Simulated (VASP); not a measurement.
An input for Quantum ESPRESSO's pw.x (written as the equivalent of a VASP run, and not itself run):

```
&CONTROL
  calculation = 'scf'
  pseudo_dir = './pseudo'
  outdir = './out'
  tprnfor = .true.
  tstress = .true.
/
&SYSTEM
  ibrav = 0
  nat = 8
  ntyp = 2
  ecutwfc = 84
  occupations = 'smearing'
  smearing = 'methfessel-paxton'
  degauss = 0.00735
  input_dft = 'pbe'
/
&ELECTRONS
  conv_thr = 7.3e-08
  electron_maxstep = 100
/
ATOMIC_SPECIES
  B 10.810 B.upf
  N 14.007 N.upf
CELL_PARAMETERS angstrom
     2.6368710    0.0000000    0.0000000
    -1.3184360    2.2835970    0.0000000
     0.0000000    0.0000000    8.6324400
ATOMIC_POSITIONS crystal
  B    0.0023380  0.0060710 -0.0008020
  B   -0.0163300 -0.0088000  0.4997080
  B    0.6673320  0.3264440  0.7489680
  B    0.3408650  0.6599470  0.2503130
  N    0.0087290  0.0044990  0.8103830
  N   -0.0017490  0.0077860  0.3136930
  N    0.6619380  0.3283240  0.5641030
  N    0.3368780  0.6757300  0.0648940
K_POINTS automatic
  11 11 3 0 0 0
```

Problem. Translate this input to VASP (INCAR, KPOINTS, POSCAR, choice of POTCAR).

Solution. This is not unique; one that fits is 
POSCAR:
```
BN
1
    2.6368710000     0.0000000000     0.0000000000
   -1.3184360000     2.2835970000     0.0000000000
    0.0000000000     0.0000000000     8.6324400000
B N
4 4
Direct
  0.0023380000   0.0060710000  -0.0008020000
 -0.0163300000  -0.0088000000   0.4997080000
  0.6673320000   0.3264440000   0.7489680000
  0.3408650000   0.6599470000   0.2503130000
  0.0087290000   0.0044990000   0.8103830000
 -0.0017490000   0.0077860000   0.3136930000
  0.6619380000   0.3283240000   0.5641030000
  0.3368780000   0.6757300000   0.0648940000
```

### INCAR
```
LCHARG  =  .FALSE.
NELM  =  100   # most electronic steps
LASPH  =  .TRUE.
GGA  =  PE   # PBE
SIGMA  =  0.1
SYSTEM  =  BN
ENCUT  =  400
PREC  =  Accurate
ISMEAR  =  1   # Methfessel-Paxton
ALGO  =  Normal   # blocked Davidson
ISIF  =  2   # forces and stress, cell fixed
LWAVE  =  .FALSE.
LREAL  =  .FALSE.   # projection in real space or not
EDIFF  =  1E-6
```

KPOINTS:
```
Automatic mesh
0
G
 11 11 3
```

POTCAR, in this order: B N (PBE.64 set). Program: vasp_std.

The two are equivalent in intent, not identical: the potentials are each code's own (VASP's PAW set, PseudoDojo norm-conserving files in pw.x), so ENCUT and ecutwfc are chosen apart and not converted; conv_thr bounds pw.x's estimated SCF error, while EDIFF bounds the energy change between steps.

The structure was generated: BN was put into an ordered model structure, which need not be its known phase. The cell was not relaxed at this level, atoms are displaced from their ideal sites. The run is one of a series of settings (GGA = PE, POTCAR B N (PBE.64 set) against the base run), some of them coarse on purpose.
